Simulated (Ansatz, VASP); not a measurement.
# TcSn: VASP beside Ansatz, part 2 of 2

Wanted: the spread between two codes on one cell, functional and k mesh. The cell is generated by rule, not measured, and may not be a known phase. Of the first pair: The two relaxations start from unlike cells of this crystal (the structure described is Ansatz's start), so only their ends are compared.

VASP 6.6.1 and Ansatz 0.2.0.

So far: The starting structure; Ansatz: relaxation of cell and atoms, PBEsol, pair 1; VASP: relaxation of cell and atoms, PBEsol, pair 1; Differences.

## 5. Ansatz: relaxation of cell and atoms, PBEsol, pair 2

Level of this step: Ansatz beside VASP: Kohn-Sham DFT, plane waves, PBEsol (Ansatz).

The relaxed volume is the usual yardstick between codes: in a stiff, nearly cubic crystal its relative difference is about their pressure difference at one cell divided by the bulk modulus. Its start cell is another than that of the pair before, and may be another structure of the material.

The cell is taken from a series of runs on this material, whose earlier steps may have relaxed, scaled, displaced or heated it; both programs get it as it stands.

input.yaml

```yaml
crystal:
  lattice:
    - [3.2195805926, 0.0, 0.0]
    - [0.0, 3.2195805926, 0.0]
    - [0.0, 0.0, 3.2195805926]
  atoms:
    - { symbol: Sn, position: [0.0, 0.0, 0.0] }
    - { symbol: Tc, position: [0.5, 0.5, 0.5] }
kpoints:
  mp_grid: { grid: [14, 14, 14] }
hamiltonian:
  xc: pbesol
scf:
  occupations: { method: gaussian, width: 0.1 }
output:
  forces: true
  stress: true
  eigenvalues: true
relax:
  adjacent_minimum: "off"
  f_tol: 0.005
  max_steps: 80
  cell: { stress_tol: 0.05 }
```

Launch:

```bash
$ ansatz run input.yaml --threads 4 --pin off --max-ram 8192MiB --backend cpu --events-out ev --progress --plain --runs-dir out
```

Numbers of over 12 decimals in the logs are rounded to 6 here.

What it wrote:

```text
[...]
Crystal: 2 atoms, lattice volume = 33.373 Å³
Basis set: ecut = 500 eV, 847 PW (Γ), exchange–correlation on 48×48×48 points (8 copies of the dense FFT grid, shifted against one another)
Bands: 19, of which v1, the nominal top of the filled ones, is band 15 counted from 1 (14 counted from 0)
Symmetry: 48 space group operations
[...]
k-points: 120 of 2744
[...]
k-point 119: bands = [... 11 lower, 13.6509, 15.7501, 20.2813, 20.2813, 22.5100, 22.5100, 22.5100, 25.0652]
--- Relaxed structure (3 steps of the walk, 2 accepted, 1 SCFs on fresh bases) ---
[...]
cell:  # Å, volume = 33.4409 Å³
    - [3.221757, 0, 0.0]
    - [0, 3.221757, 0.0]
    - [0.0, 0.0, 3.221757]
  atoms:
    - { symbol: Sn, position: [0, 0, 0] }
    - { symbol: Tc, position: [0.5, 0.5, 0.5] }
[key lines of the parts left out:]
SCF converged after 7 iterations
Free energy (F): -11287.161636 eV
Fermi energy:    18.684958 eV
P = ⅓ Tr σ = -0.0022 GPa (-0.022 kbar)
```

## 6. VASP: relaxation of cell and atoms, PBEsol, pair 2

The same cell, functional, mesh and smearing now go to VASP, with its own data sets.

INCAR

```
SYSTEM = TcSn
PREC = Accurate
ENCUT = 500
EDIFF = 1E-07
NELM = 120
ISMEAR = 0
SIGMA = 0.1
LREAL = .FALSE.
ALGO = Normal
GGA = PS
NBANDS = 19
LASPH = .TRUE.
LORBIT = 11
LWAVE = .FALSE.
LCHARG = .FALSE.
ISIF = 3
IBRION = 2
NSW = 80
EDIFFG = -0.005
GGA_COMPAT = .FALSE.
NELMIN = 4
KPAR = 2
```

POSCAR

```
TcSn
1.0
    3.2195810000      0.0000000000      0.0000000000
    0.0000000000      3.2195810000      0.0000000000
    0.0000000000      0.0000000000      3.2195810000
Sn Tc
1 1
Direct
    0.0000000000      0.0000000000      0.0000000000
    0.4999998447      0.4999998447      0.4999998447
```

KPOINTS

```
Automatic mesh
0
Gamma
14 14 14
0 0 0
```

The projector-augmented-wave data sets are Sn_d and Tc_pv (PBE family, release 64).

Launch:

```bash
$ mpirun -np 2 vasp_std
```

What it wrote:

```text
[banner, memory and clock lines left out]
running    2 mpi-ranks, on    1 nodes
[...]
[... a notice as in an earlier step ...]

 LDA part: xc-table for (Slater+PW92), standard interpolation
 POSCAR, INCAR and KPOINTS ok, starting setup
[...]
entering main loop
       N       E                     dE             d eps       ncg     rms          rms(c)
DAV:   1     0.278969463470E+03    0.27897E+03   -0.14333E+04  4860   0.210E+03
DAV:   2     0.190880565260E+01   -0.27706E+03   -0.27115E+03  4650   0.505E+02
DAV:   3    -0.153765605578E+02   -0.17285E+02   -0.16849E+02  4990   0.124E+02
DAV:   4    -0.158044206309E+02   -0.42786E+00   -0.42625E+00  5255   0.195E+01
[...]
DAV:  12    -0.152080015295E+02   -0.46861E-07   -0.12999E-06  5169   0.104E-02    0.204E-03
DAV:  13    -0.152080014047E+02    0.12476E-06   -0.64922E-08  2839   0.288E-03    0.345E-04
DAV:  14    -0.152080014064E+02   -0.16953E-08   -0.80254E-09  2673   0.114E-03
   1 F= -.15208001E+02 E0= -.15202360E+02  d E =-.152080E+02
[...]
DAV:   8    -0.152078919663E+02   -0.44095E-07   -0.18471E-08  2547   0.171E-03
   2 F= -.15207892E+02 E0= -.15202199E+02  d E =0.109440E-03
 trial-energy change:    0.000109  1 .order    0.000104   -0.000244    0.000453
 step:   0.3404(harm=  0.3503)  dis= 0.00000  next Energy=   -15.208043 (dE=-0.414E-04)
[...]
N       E                     dE             d eps       ncg     rms          rms(c)
DAV:   1    -0.152110463034E+02   -0.31544E-02   -0.62065E-02  5849   0.356E+00    0.485E-01
DAV:   2    -0.152085098077E+02    0.25365E-02   -0.15480E-02  4779   0.106E+00    0.159E-01
DAV:   3    -0.152081108591E+02    0.39895E-03   -0.14445E-03  5742   0.411E-01    0.535E-02
DAV:   4    -0.152080399196E+02    0.70940E-04   -0.27735E-04  5777   0.266E-01    0.249E-02
DAV:   5    -0.152080417055E+02   -0.17859E-05   -0.18179E-05  5008   0.489E-02    0.752E-03
DAV:   6    -0.152080418889E+02   -0.18345E-06   -0.18024E-06  5931   0.128E-02    0.190E-03
DAV:   7    -0.152080422846E+02   -0.39567E-06   -0.96657E-08  2945   0.322E-03    0.192E-04
DAV:   8    -0.152080422383E+02    0.46316E-07   -0.22113E-08  2430   0.177E-03
   3 F= -.15208042E+02 E0= -.15202382E+02  d E =-.408319E-04
[...]
reached required accuracy - stopping structural energy minimisation
```

From OUTCAR (step 6):

```text
  Total        0.0017222      0.0017222      0.0017222      0.0000000      0.0000000      0.0000000
  in kB        0.0825621      0.0825621      0.0825621      0.0000000      0.0000000      0.0000000
  external PRESSURE =       0.0825621 kB  Pullay stress =       0.0000000 kB

 POSITION                                       TOTAL-FORCE (eV/Angst)
 -----------------------------------------------------------------------------------
      0.00000      0.00000      0.00000        -0.000000      0.000000      0.000000
      1.61056      1.61056      1.61056         0.000000      0.000000      0.000000
 -----------------------------------------------------------------------------------
    total drift:                                0.000574      0.000574      0.000574

  FREE ENERGIE OF THE ION-ELECTRON SYSTEM (eV)
  ---------------------------------------------------
  free  energy   TOTEN  =       -15.2080422383 eV

  energy  without entropy=      -15.1967225851  energy(sigma->0) =      -15.20238241

[... 1 part as in an earlier step ...]

[... 3 further parts left out ...]
[key lines of the parts left out:]
E-fermi :  12.2871
```

## 7. Differences

What differs besides the data sets and the points named for the pairs above, as far as they apply: the data sets hold 29 valence electrons in Ansatz (on its default PAW (the set named soft_2) files) and 27 in VASP. Total energies have different zeros and are not compared.

The two programs side by side:

```
                                         quantity  Ansatz   VASP  difference
                                      volume (Å³)   33.44  33.42     +0.06 %
edge a after relaxation, in the typed setting (Å)   3.222  3.221     +0.02 %
```

## 8. Ansatz: relaxation of cell and atoms, PBEsol, pair 3

The relaxed volume is the usual yardstick between codes: in a stiff, nearly cubic crystal its relative difference is about their pressure difference at one cell divided by the bulk modulus.

The cell is taken from a series of runs on this material, whose earlier steps may have relaxed, scaled, displaced or heated it; both programs get it as it stands.

input.yaml

```yaml
crystal:
  lattice:
    - [3.2217568434, 0.0, 0.0]
    - [0.0, 3.2217568434, 0.0]
    - [0.0, 0.0, 3.2217568434]
  atoms:
    - { symbol: Sn, position: [0.0, 0.0, 0.0] }
    - { symbol: Tc, position: [0.5, 0.5, 0.5] }
kpoints:
  mp_grid: { grid: [16, 16, 16] }
hamiltonian:
  xc: pbesol
scf:
  occupations: { method: methfessel_paxton, width: 0.2 }
output:
  forces: true
  stress: true
  eigenvalues: true
relax:
  adjacent_minimum: "off"
  f_tol: 0.001
  max_steps: 60
  cell: { stress_tol: 0.01 }
```

Launch:

```bash
$ ansatz run input.yaml --threads 4 --pin off --max-ram 8192MiB --backend cpu --events-out ev --progress --plain --runs-dir out
```

What it wrote:

```text
[...]
Crystal: 2 atoms, lattice volume = 33.441 Å³
Basis set: ecut = 500 eV, 847 PW (Γ), exchange–correlation on 48×48×48 points (8 copies of the dense FFT grid, shifted against one another)
Bands: 19, of which v1, the nominal top of the filled ones, is band 15 counted from 1 (14 counted from 0)
Symmetry: 48 space group operations
[...]
k-points: 165 of 4096
[...]
k-point 164: bands = [... 11 lower, 13.6597, 15.7625, 20.2961, 20.2961, 22.5240, 22.5240, 22.5240, 25.0812]
--- Relaxed structure (3 steps of the walk, 2 accepted, 1 SCFs on fresh bases) ---
[...]
cell:  # Å, volume = 33.4231 Å³
    - [3.221186, 0.0, 0.0]
    - [0.0, 3.221186, 0.0]
    - [0.0, 0.0, 3.221186]
  atoms:
    - { symbol: Sn, position: [0.0, 0, 0] }
    - { symbol: Tc, position: [0.500000, 0.500000, 0.500000] }
[key lines of the parts left out:]
SCF converged after 4 iterations
Free energy (F): -11287.160452 eV
Fermi energy:    18.691649 eV
P = ⅓ Tr σ = -0.0005 GPa (-0.005 kbar)
```

## 9. VASP: relaxation of cell and atoms, PBEsol, pair 3

The same cell, functional, mesh and smearing now go to VASP, with its own data sets.

INCAR: that of step 6 with these lines changed.

```diff
@@ -5,4 +5,4 @@
 NELM = 120
-ISMEAR = 0
-SIGMA = 0.1
+ISMEAR = 1
+SIGMA = 0.2
 LREAL = .FALSE.
```

POSCAR

```
TcSn
1.0
    3.2217570000      0.0000000000      0.0000000000
    0.0000000000      3.2217570000      0.0000000000
    0.0000000000      0.0000000000      3.2217570000
Sn Tc
1 1
Direct
    0.0000000000      0.0000000000      0.0000000000
    0.4999998448      0.4999998448      0.4999998448
```

KPOINTS

```
Automatic mesh
0
Gamma
16 16 16
0 0 0
```

Launch:

```bash
$ mpirun -np 2 vasp_std
```

What it wrote:

```text
[... set-up lines as in an earlier step ...]
 entering main loop
       N       E                     dE             d eps       ncg     rms          rms(c)
DAV:   1     0.272395963388E+03    0.27240E+03   -0.14374E+04  6757   0.211E+03
DAV:   2     0.130942942666E+01   -0.27109E+03   -0.26545E+03  6372   0.496E+02
DAV:   3    -0.153937059076E+02   -0.16703E+02   -0.16274E+02  6783   0.122E+02
DAV:   4    -0.158056267177E+02   -0.41192E+00   -0.41096E+00  7230   0.191E+01
[...]
DAV:  12    -0.152069090065E+02   -0.17896E-07   -0.18192E-06  7017   0.112E-02    0.203E-03
DAV:  13    -0.152069088618E+02    0.14477E-06   -0.10928E-07  4031   0.344E-03    0.462E-04
DAV:  14    -0.152069088688E+02   -0.70236E-08   -0.11996E-08  3645   0.138E-03
   1 F= -.15206909E+02 E0= -.15207315E+02  d E =-.152069E+02
[...]
N       E                     dE             d eps       ncg     rms          rms(c)
DAV:   1    -0.152105369866E+02   -0.36281E-02   -0.75681E-02  8045   0.394E+00    0.538E-01
[...]
DAV:   8    -0.152068556570E+02    0.49138E-07   -0.25756E-08  3468   0.190E-03
   2 F= -.15206856E+02 E0= -.15207278E+02  d E =0.532118E-04
 trial-energy change:    0.000053  1 .order    0.000058   -0.000129    0.000245
 step:   0.3624(harm=  0.3456)  dis= 0.00000  next Energy=   -15.206933 (dE=-0.236E-04)
[...]
N       E                     dE             d eps       ncg     rms          rms(c)
DAV:   1    -0.152084326960E+02   -0.15770E-02   -0.30872E-02  8035   0.253E+00    0.341E-01
DAV:   2    -0.152071801504E+02    0.12525E-02   -0.78231E-03  6567   0.748E-01    0.113E-01
DAV:   3    -0.152069764006E+02    0.20375E-03   -0.74913E-04  7892   0.292E-01    0.380E-02
DAV:   4    -0.152069368187E+02    0.39582E-04   -0.13996E-04  7962   0.188E-01    0.178E-02
DAV:   5    -0.152069332438E+02    0.35750E-05   -0.90905E-06  6803   0.339E-02    0.449E-03
DAV:   6    -0.152069328742E+02    0.36959E-06   -0.66750E-07  6849   0.821E-03    0.132E-03
DAV:   7    -0.152069326315E+02    0.24266E-06   -0.60938E-08  3809   0.298E-03    0.158E-04
DAV:   8    -0.152069326521E+02   -0.20537E-07   -0.18039E-08  3339   0.157E-03
   3 F= -.15206933E+02 E0= -.15207345E+02  d E =-.237833E-04
[...]
reached required accuracy - stopping structural energy minimisation
```

Parts of OUTCAR (step 9):

```text
  Total        0.0013118      0.0013118      0.0013118      0.0000000      0.0000000     -0.0000000
  in kB        0.0629172      0.0629172      0.0629172      0.0000000      0.0000000     -0.0000000
  external PRESSURE =       0.0629172 kB  Pullay stress =       0.0000000 kB

 POSITION                                       TOTAL-FORCE (eV/Angst)
 -----------------------------------------------------------------------------------
      0.00000      0.00000      0.00000         0.000000     -0.000000      0.000000
      1.61028      1.61028      1.61028        -0.000000      0.000000      0.000000
 -----------------------------------------------------------------------------------
    total drift:                                0.000573      0.000573      0.000573

  FREE ENERGIE OF THE ION-ELECTRON SYSTEM (eV)
  ---------------------------------------------------
  free  energy   TOTEN  =       -15.2069326521 eV

  energy  without entropy=      -15.2081688368  energy(sigma->0) =      -15.20734471

[... 1 part as in an earlier step ...]

[... 3 further parts left out ...]
[key lines of the parts left out:]
E-fermi :  12.2901
```

## 10. Differences

What differs besides the data sets and the points named for the pairs above, as far as they apply: the data sets hold 29 valence electrons in Ansatz (on its default PAW (the set named soft_2) files) and 27 in VASP. Total energies have different zeros and are not compared.

Compared:

| quantity | Ansatz | VASP | difference |
| --- | --- | --- | --- |
| volume (Å³) | 33.42 | 33.40 | +0.06 % |
| edge a after relaxation, in the typed setting (Å) | 3.221 | 3.221 | +0.02 % |

## 11. What came out

```
difference in volume (relaxation of cell and atoms, PBEsol, pair 1) : 0.033 %
difference in volume (relaxation of cell and atoms, PBEsol, pair 2) : 0.060 %
difference in volume (relaxation of cell and atoms, PBEsol, pair 3) : 0.058 %
```

The difference in volume is 0.060 % (relaxation of cell and atoms, PBEsol, pair 2), within the 1.2 % picked in this series as the mark of a large difference, as far as the stopping tolerances let one tell. The data sets hold unlike numbers of valence electrons (29 in Ansatz and 27 in VASP), so part of the differences comes from the potentials. 1 further run of this series is not shown here. How closely two codes agree says nothing of how well the functional describes the real material.

[Lines on the potential files, build, host, timing and source positions are cut from VASP's logs without a mark.]

[Logs are printed without paths, hosts, clocks, repeated set-up lines and the standing remarks that a program may print on its own settings, such as how far it seeks lower states.]

[Hosts, paths, dates, database ids (printed as entryN), source tags and the programs' standing remarks are cut or masked in the printed files.]
